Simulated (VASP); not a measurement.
**Band gap of GaN: cutoff, mesh and cell**

How far does the LDA gap of GaN depend on cutoff, mesh and cell? The starting structure is a measured crystal structure from the Crystallography Open Database. Cell and atoms stay as given unless a step says otherwise.

Calculated with VASP 6.6.1; Kohn-Sham DFT with plane waves and PAW; LDA.

The database entry behind the starting cell has ideal inner coordinates that were not refined, so it need not match the best structure at ambient conditions.

## 1. Set-up

It takes space group P6_3mc (No. 186, hexagonal). Conventional cell: a = 3.190 Å, b = 3.190 Å, c = 5.189 Å, α = 90.00°, β = 90.00°, γ = 120.00°. Nearest to Ga lie 4 N at 1.95 Å. Nearest to N lie 4 Ga at 1.95 Å. Farther neighbours and most contacts between anions are not listed.

## 2. Reference bands

INCAR reads:

```
SYSTEM = GaN
PREC = Accurate
ENCUT = 460
EDIFF = 1E-06
NELM = 100
ISMEAR = 0
SIGMA = 0.03
LREAL = .FALSE.
ALGO = Normal
GGA = CA
NBANDS = 32
LORBIT = 11
LWAVE = .FALSE.
LCHARG = .FALSE.
KPAR = 8
LASPH = .TRUE.
```

POSCAR reads:

```
GaN
1.0
    3.1900000000      0.0000000000      0.0000000000
   -1.5950000000      2.7626210381      0.0000000000
    0.0000000000      0.0000000000      5.1890000000
Ga N
2 2
Direct
    0.3333333333      0.6666666667      0.5000000000
    0.6666666667      0.3333333333      0.0000000000
    0.3333333333      0.6666666667      0.8750000000
    0.6666666667      0.3333333333      0.3750000000
```

KPOINTS reads:

```
Automatic mesh
0
Gamma
8 8 4
0 0 0
```

KPOINTS_OPT reads:

```
Line mode
10
Line-mode
Reciprocal
  0.00000000   0.00000000   0.00000000 GAMMA
  0.50000000   0.00000000   0.00000000 M

  0.50000000   0.00000000   0.00000000 M
  0.33333333   0.33333333   0.00000000 K

  0.33333333   0.33333333   0.00000000 K
  0.00000000   0.00000000   0.00000000 GAMMA

  0.00000000   0.00000000   0.00000000 GAMMA
  0.00000000   0.00000000   0.50000000 A

  0.00000000   0.00000000   0.50000000 A
  0.50000000   0.00000000   0.50000000 L

  0.50000000   0.00000000   0.50000000 L
  0.33333333   0.33333333   0.50000000 H

  0.33333333   0.33333333   0.50000000 H
  0.00000000   0.00000000   0.50000000 A

  0.50000000   0.00000000   0.50000000 L
  0.50000000   0.00000000   0.00000000 M

  0.33333333   0.33333333   0.00000000 K
  0.33333333   0.33333333   0.50000000 H
```

Potentials, in the order of the species: Ga_d and N (LDA family, release 64).

Started as:

```
$ mpirun -np 8 vasp_std
```

The program printed:

```text
[banner, memory and clock lines left out]
running    8 mpi-ranks, on    1 nodes
 distrk:  each k-point on    1 cores,    8 groups
 distr:  one band on    1 cores,    1 groups

 POSCAR found type information on POSCAR GaN
 POSCAR found :  2 types and       4 ions
|                                                                             |
|           W    W    AA    RRRRR   N    N  II  N    N   GGGG   !!!           |
|           W    W   A  A   R    R  NN   N  II  NN   N  G    G  !!!           |
|           W    W  A    A  R    R  N N  N  II  N N  N  G       !!!           |
|           W WW W  AAAAAA  RRRRR   N  N N  II  N  N N  G  GGG   !            |
|           WW  WW  A    A  R   R   N   NN  II  N   NN  G    G                |
|           W    W  A    A  R    R  N    N  II  N    N   GGGG   !!!           |
|                                                                             |
|     For optimal performance we recommend to set                             |
|       NCORE = 2 up to number-of-cores-per-socket                            |
|     NCORE specifies how many cores store one orbital (NPAR=cpu/NCORE).      |
|     This setting can greatly improve the performance of VASP for DFT.       |
|     The default, NCORE=1 might be grossly inefficient on modern             |
|     multi-core architectures or massively parallel machines. Do your        |
|     Unfortunately you need to use the default for GW and RPA                |
|     calculations (for HF NCORE is supported but not extensively tested      |
|     yet).                                                                   |
|                                                                             |

 LDA part: xc-table for (Slater(with rela. corr.)+CA(PZ))
 , standard interpolation
 POSCAR, INCAR and KPOINTS ok, starting setup
 FFT: planning ... GRIDC
 FFT: planning ... GRID_SOFT
 FFT: planning ... GRID
 WAVECAR not read
 entering main loop
       N       E                     dE             d eps       ncg     rms          rms(c)
DAV:   1     0.281043190609E+03    0.28104E+03   -0.15278E+04  2344   0.195E+03
DAV:   2     0.739026753030E+01   -0.27365E+03   -0.25018E+03  1960   0.467E+02
DAV:   3    -0.307974837472E+02   -0.38188E+02   -0.37592E+02  2288   0.121E+02
DAV:   4    -0.319060539534E+02   -0.11086E+01   -0.11076E+01  2176   0.231E+01
DAV:   5    -0.319215675140E+02   -0.15514E-01   -0.15512E-01  2296   0.278E+00    0.106E+01
DAV:   6    -0.279525669072E+02    0.39690E+01   -0.69327E+00  3184   0.400E+01    0.332E+00
DAV:   7    -0.279504546107E+02    0.21123E-02   -0.95978E-01  2072   0.683E+00    0.255E+00
DAV:   8    -0.279126891417E+02    0.37765E-01   -0.21528E-01  2768   0.338E+00    0.156E+00
DAV:   9    -0.278900383093E+02    0.22651E-01   -0.40334E-02  2920   0.259E+00    0.468E-01
DAV:  10    -0.278907341479E+02   -0.69584E-03   -0.53035E-03  2320   0.505E-01    0.235E-01
DAV:  11    -0.278904015905E+02    0.33256E-03   -0.11263E-03  3072   0.584E-01    0.107E-01
DAV:  12    -0.278904133763E+02   -0.11786E-04   -0.17707E-04  2144   0.695E-02    0.108E-01
DAV:  13    -0.278904547503E+02   -0.41374E-04   -0.26255E-05  2608   0.342E-02    0.198E-01
DAV:  14    -0.278904073938E+02    0.47356E-04   -0.19035E-04  2512   0.849E-02    0.569E-02
DAV:  15    -0.278904041954E+02    0.31984E-05   -0.92821E-06  2288   0.180E-02    0.424E-02
DAV:  16    -0.278904018421E+02    0.23533E-05   -0.20931E-06  1744   0.872E-03    0.234E-02
DAV:  17    -0.278904009281E+02    0.91400E-06   -0.22686E-06  1888   0.868E-03
   1 F= -.27890401E+02 E0= -.27890401E+02  d E =-.966472E-27
 Start KPOINTS_OPT (optional k-point list driver)
k-point batch [1-30\90]
       N       E                     dE             ncg
DAV:   1     0.359542179767E+04   -0.24046E+05     2424
DAV:   2    -0.422205984630E+04   -0.78175E+04     1944
DAV:   3    -0.529131427993E+04   -0.10693E+04     2272
DAV:   4    -0.532217126114E+04   -0.30857E+02     2144
DAV:   5    -0.532258846792E+04   -0.41721E+00     2352
DAV:   6    -0.532260556332E+04   -0.17095E-01     2600
DAV:   7    -0.532260604700E+04   -0.48367E-03     2512
DAV:   8    -0.532260605520E+04   -0.82075E-05     1832
DAV:   9    -0.532260605557E+04   -0.36918E-06     1584
[...]
k-point batch [61-90\90]
       N       E                     dE             ncg
DAV:   1     0.378524598742E+04   -0.33962E+05     2352
DAV:   2    -0.426441305701E+04   -0.80497E+04     1944
DAV:   3    -0.537475547806E+04   -0.11103E+04     2296
DAV:   4    -0.540564772024E+04   -0.30892E+02     2192
DAV:   5    -0.540606395633E+04   -0.41624E+00     2344
DAV:   6    -0.540607961174E+04   -0.15655E-01     2624
DAV:   7    -0.540608006670E+04   -0.45496E-03     2496
DAV:   8    -0.540608006891E+04   -0.22129E-05     1776
DAV:   9    -0.540608006908E+04   -0.17183E-06     1480
```

Run time: 22 s. Hardware: 8 MPI ranks of Intel Xeon Platinum 8375C at 2.90GHz (Ice Lake), shared host; peak memory 1.4 GiB; 2.7 min of CPU time.

The logs omit lines about the potential files and the build; timing stands in the text.

Parts of OUTCAR (step 2):

```text
ion  position               nearest neighbor table
   1  0.333  0.667  0.500-   3 1.95   4 1.95   4 1.95   4 1.95
   2  0.667  0.333  0.000-   4 1.95   3 1.95   3 1.95   3 1.95
   3  0.333  0.667  0.875-   1 1.95   2 1.95   2 1.95   2 1.95
   4  0.667  0.333  0.375-   2 1.95   1 1.95   1 1.95   1 1.95

  LATTYP: Found a hexagonal cell.
 ALAT       =     3.1900000000
 C/A-ratio  =     1.6266457680

 Subroutine GETGRP returns: Found 12 space group operations
 (whereof  6 operations were pure point group operations)

The static configuration has the point symmetry C_3v.
 The point group associated with its full space group is C_6v.

 Found     30 irreducible k-points:

   k-points           NKPTS =     30   k-points in BZ     NKDIM =     30   number of bands    NBANDS=     32

   dimension x,y,z NGX =    24 NGY =   24 NGZ =   36
   dimension x,y,z NGXF=    48 NGYF=   48 NGZF=   72

   ENCUT  =  460.0 eV  33.81 Ry    5.81 a.u.   5.58  5.58  9.07*2*pi/ulx,y,z

   NELECT =      36.0000    total number of electrons

 k-points in reciprocal lattice and weights: Automatic mesh
   0.00000000  0.00000000  0.00000000       0.004
   0.12500000  0.00000000  0.00000000       0.023
   0.25000000  0.00000000  0.00000000       0.023
   0.37500000  0.00000000  0.00000000       0.023
   0.50000000  0.00000000  0.00000000       0.012
   0.12500000  0.12500000  0.00000000       0.023
   0.25000000  0.12500000  0.00000000       0.047
   0.37500000  0.12500000  0.00000000       0.047
   0.25000000  0.25000000  0.00000000       0.023
[...]
0.25000000  0.25000000  0.50000000       0.023
   0.37500000  0.25000000  0.50000000       0.023

 average (electrostatic) potential at core
       1 -64.7342       2 -64.7342       3 -61.9858       4 -61.9858

 E-fermi :   5.2839

 k-point     1 :       0.0000    0.0000    0.0000
  band No.  band energies     occupation
    ...
     14       4.0100      2.00000
     15       4.0100      2.00000
     16       4.9988      2.00000
     17       5.0649      2.00000
     18       5.0650      2.00000
     19       6.9781      0.00000
     20       9.2124      0.00000
     21      14.0975      0.00000
     22      14.7494      0.00000
     23      14.7494      0.00000
    ...

 k-point     2 :       0.1250    0.0000    0.0000
  band No.  band energies     occupation
    ...
     14       2.9441      2.00000
     15       3.6981      2.00000
     16       3.9149      2.00000
     17       4.8397      2.00000
     18       4.9277      2.00000
     19       8.0050      0.00000
     20      10.0665      0.00000
     21      13.5122      0.00000
     22      14.0214      0.00000
     23      15.1175      0.00000
    ...

 k-point     3 :       0.2500    0.0000    0.0000
  band No.  band energies     occupation
    ...
     14       1.0304      2.00000
     15       2.2027      2.00000
     16       3.0553      2.00000
     17       4.3143      2.00000
     18       4.5729      2.00000
     19       9.2962      0.00000
     20      10.8504      0.00000
     21      12.2698      0.00000
     22      13.4255      0.00000
     23      15.0690      0.00000
    ...

  Total       -1.8798362     -1.8798362     -1.4301244      0.0000000      0.0000000      0.0000000
  in kB      -65.8620024    -65.8620024    -50.1058832      0.0000000      0.0000000      0.0000000
  external PRESSURE =     -60.6099627 kB  Pullay stress =       0.0000000 kB

  energy-cutoff  :      460.00
  volume of cell :       45.73
      direct lattice vectors                 reciprocal lattice vectors
     3.190000000  0.000000000  0.000000000     0.313479624  0.180987545  0.000000000
    -1.595000000  2.762621038  0.000000000     0.000000000  0.361975090  0.000000000
     0.000000000  0.000000000  5.189000000     0.000000000  0.000000000  0.192715359

 POSITION                                       TOTAL-FORCE (eV/Angst)
 -----------------------------------------------------------------------------------
     -0.00000      1.84175      2.59450        -0.000000     -0.000000     -0.112106
      1.59500      0.92087      0.00000         0.000000      0.000000     -0.112106
     -0.00000      1.84175      4.54038        -0.000000     -0.000000      0.112106
      1.59500      0.92087      1.94588         0.000000     -0.000000      0.112106
 -----------------------------------------------------------------------------------
    total drift:                               -0.000000     -0.000001     -0.000447

  FREE ENERGIE OF THE ION-ELECTRON SYSTEM (eV)
  ---------------------------------------------------
  free  energy   TOTEN  =       -27.8904009281 eV

  energy  without entropy=      -27.8904009281  energy(sigma->0) =      -27.89040093

 total charge
# of ion       s       p       d       tot
------------------------------------------
    1        0.796   0.908  10.177  11.881
    2        0.796   0.908  10.177  11.881
    3        1.214   2.484   0.000   3.698
    4        1.214   2.484   0.000   3.698
--------------------------------------------------
tot          4.020   6.783  20.354  31.158

[... 3 further parts left out ...]
```

Spin-orbit coupling is off here; it would split degenerate levels. At this level the cell is under a tension of 6.1 GPa, so at these settings it is away from equilibrium.

The reference gap is 1.913 eV.

## 3. Bands with cell and atoms relaxed by LDA

Against step 2 the input has another starting structure. The cell comes from a relaxation at this level, not shown (44.45 Å³).

INCAR is that of step 2.

POSCAR reads:

```
GaN
1.0
    3.1572337672      0.0000000000      0.0000000000
   -1.5786168836      2.7342446481      0.0000000000
    0.0000000000      0.0000000000      5.1486521613
Ga N
2 2
Direct
    0.3333333333      0.6666666667      0.4992833410
    0.6666666667      0.3333333333      0.9992833410
    0.3333333333      0.6666666667      0.8757166590
    0.6666666667      0.3333333333      0.3757166590
```

KPOINTS is that of step 2.

KPOINTS_OPT is that of step 2.

Started as:

```
$ mpirun -np 8 vasp_std
```

The program printed:

```text
[banner, memory and clock lines left out]
running    8 mpi-ranks, on    1 nodes
[...]
[... a notice as in an earlier step ...]

 LDA part: xc-table for (Slater(with rela. corr.)+CA(PZ))
 , standard interpolation
 POSCAR, INCAR and KPOINTS ok, starting setup
[...]
entering main loop
       N       E                     dE             d eps       ncg     rms          rms(c)
DAV:   1     0.281729235552E+03    0.28173E+03   -0.15174E+04  2368   0.198E+03
DAV:   2     0.771263272880E+01   -0.27402E+03   -0.25013E+03  1928   0.471E+02
DAV:   3    -0.309449790162E+02   -0.38658E+02   -0.38053E+02  2296   0.123E+02
DAV:   4    -0.320390908918E+02   -0.10941E+01   -0.10930E+01  2112   0.230E+01
[...]
DAV:  21    -0.279127978574E+02    0.19431E-04   -0.14126E-05  2104   0.240E-02    0.742E-02
DAV:  22    -0.279127908409E+02    0.70165E-05   -0.10487E-05  2192   0.188E-02    0.197E-02
DAV:  23    -0.279127903197E+02    0.52123E-06   -0.94859E-07  1104   0.570E-03
   1 F= -.27912790E+02 E0= -.27912790E+02  d E =-.856827E-13
 Start KPOINTS_OPT (optional k-point list driver)
k-point batch [1-30\90]
       N       E                     dE             ncg
DAV:   1     0.390092888552E+04   -0.24274E+05     2392
DAV:   2    -0.395385579152E+04   -0.78548E+04     1936
DAV:   3    -0.500331459932E+04   -0.10495E+04     2256
DAV:   4    -0.503275134210E+04   -0.29437E+02     2096
DAV:   5    -0.503313423163E+04   -0.38289E+00     2488
DAV:   6    -0.503314879210E+04   -0.14560E-01     2552
DAV:   7    -0.503314912271E+04   -0.33060E-03     2616
DAV:   8    -0.503314912583E+04   -0.31267E-05     1696
DAV:   9    -0.503314912607E+04   -0.23349E-06     1624
[...]
k-point batch [61-90\90]
       N       E                     dE             ncg
DAV:   1     0.402579333853E+04   -0.32917E+05     2384
DAV:   2    -0.399979785729E+04   -0.80256E+04     1952
DAV:   3    -0.508833574376E+04   -0.10885E+04     2264
DAV:   4    -0.511828482553E+04   -0.29949E+02     2208
DAV:   5    -0.511868975819E+04   -0.40493E+00     2336
DAV:   6    -0.511870526946E+04   -0.15511E-01     2712
DAV:   7    -0.511870549489E+04   -0.22544E-03     2408
DAV:   8    -0.511870549732E+04   -0.24308E-05     1720
DAV:   9    -0.511870549753E+04   -0.20506E-06     1480
```

Wall time 22 s (8 MPI ranks); peak memory 1.5 GiB.

OUTCAR, selected parts (step 3):

```text
  Total       -0.1720000     -0.1720000     -0.2109731      0.0000000      0.0000000      0.0000000
  in kB       -6.2001395     -6.2001395     -7.6050127      0.0000000      0.0000000      0.0000000
  external PRESSURE =      -6.6684306 kB  Pullay stress =       0.0000000 kB

 POSITION                                       TOTAL-FORCE (eV/Angst)
 -----------------------------------------------------------------------------------
     -0.00000      1.82283      2.57064        -0.000000      0.000000      0.005062
      1.57862      0.91141      5.14496         0.000000     -0.000000      0.005062
     -0.00000      1.82283      4.50876         0.000000      0.000000     -0.005062
      1.57862      0.91141      1.93443        -0.000000     -0.000000     -0.005062
 -----------------------------------------------------------------------------------
    total drift:                               -0.000001     -0.000001      0.000404

  FREE ENERGIE OF THE ION-ELECTRON SYSTEM (eV)
  ---------------------------------------------------
  free  energy   TOTEN  =       -27.9127903197 eV

  energy  without entropy=      -27.9127903197  energy(sigma->0) =      -27.91279032

[... 1 part as in an earlier step ...]

[... 2 further parts left out ...]
[key lines of the parts left out:]
E-fermi :   5.5164
```

With cell and atoms relaxed by LDA the gap is 2.108 eV, +0.195 eV from the reference.

## 4. Bands with no band path

Against step 2 the input has no band path (also changed: NBANDS).

Changes to INCAR since step 3:

```diff
@@ -10,3 +10,3 @@
 GGA = CA
-NBANDS = 32
+NBANDS = 24
 LORBIT = 11
```

POSCAR reads:

```
GaN
1.0
    3.1900000000      0.0000000000      0.0000000000
   -1.5950000000      2.7626210381      0.0000000000
    0.0000000000      0.0000000000      5.1890000000
Ga N
2 2
Direct
    0.3333333333      0.6666666667      0.5000000000
    0.6666666667      0.3333333333      0.0000000000
    0.3333333333      0.6666666667      0.8750000000
    0.6666666667      0.3333333333      0.3750000000
```

KPOINTS is that of step 3.

Started as:

```
$ mpirun -np 8 vasp_std
```

The program printed:

```text
[... set-up lines as in an earlier step ...]
 entering main loop
       N       E                     dE             d eps       ncg     rms          rms(c)
DAV:   1     0.255049547986E+03    0.25505E+03   -0.17105E+04  1552   0.260E+03
DAV:   2    -0.744492384201E+00   -0.25579E+03   -0.24381E+03  1584   0.486E+02
DAV:   3    -0.310798278509E+02   -0.30335E+02   -0.30041E+02  1744   0.136E+02
DAV:   4    -0.319064050870E+02   -0.82658E+00   -0.82545E+00  1864   0.255E+01
[...]
DAV:  11    -0.278904088664E+02    0.23421E-03   -0.15051E-03  2224   0.715E-01    0.609E-02
DAV:  12    -0.278904257453E+02   -0.16879E-04   -0.15943E-04  1576   0.821E-02    0.755E-02
DAV:  13    -0.278904263040E+02   -0.55863E-06   -0.21432E-06  1632   0.111E-02
   1 F= -.27890426E+02 E0= -.27890426E+02  d E =-.813501E-23
```

Wall time 4.4 s (8 MPI ranks); peak memory 1.2 GiB; 30 s of CPU time.

From OUTCAR (step 4):

```text
  Total       -1.8416264     -1.8416264     -1.3882045      0.0000000      0.0000000      0.0000000
  in kB      -64.5232830    -64.5232830    -48.6371775      0.0000000      0.0000000      0.0000000
  external PRESSURE =     -59.2279145 kB  Pullay stress =       0.0000000 kB

 POSITION                                       TOTAL-FORCE (eV/Angst)
 -----------------------------------------------------------------------------------
     -0.00000      1.84175      2.59450        -0.000000     -0.000000     -0.112011
      1.59500      0.92087      0.00000        -0.000000     -0.000000     -0.112011
     -0.00000      1.84175      4.54038        -0.000000     -0.000000      0.112011
      1.59500      0.92087      1.94588         0.000000      0.000000      0.112011
 -----------------------------------------------------------------------------------
    total drift:                               -0.000000     -0.000001     -0.000434

  FREE ENERGIE OF THE ION-ELECTRON SYSTEM (eV)
  ---------------------------------------------------
  free  energy   TOTEN  =       -27.8904263040 eV

  energy  without entropy=      -27.8904263040  energy(sigma->0) =      -27.89042630

[... 1 part as in an earlier step ...]

[... 2 further parts left out ...]
[key lines of the parts left out:]
E-fermi :   5.2689
```

With no band path the gap is 1.911 eV, -0.002 eV from the reference, read on the mesh alone.

[end of part 1 of 2]

[Lines on the potential files, build, host, timing and source positions are cut from VASP's logs without a mark.]

[Logs are printed without paths, hosts, clocks, repeated set-up lines and the standing remarks that a program may print on its own settings, such as how far it seeks lower states.]

[Hosts, paths, dates, database ids (printed as entryN), source tags and the programs' standing remarks are cut or masked in the printed files.]
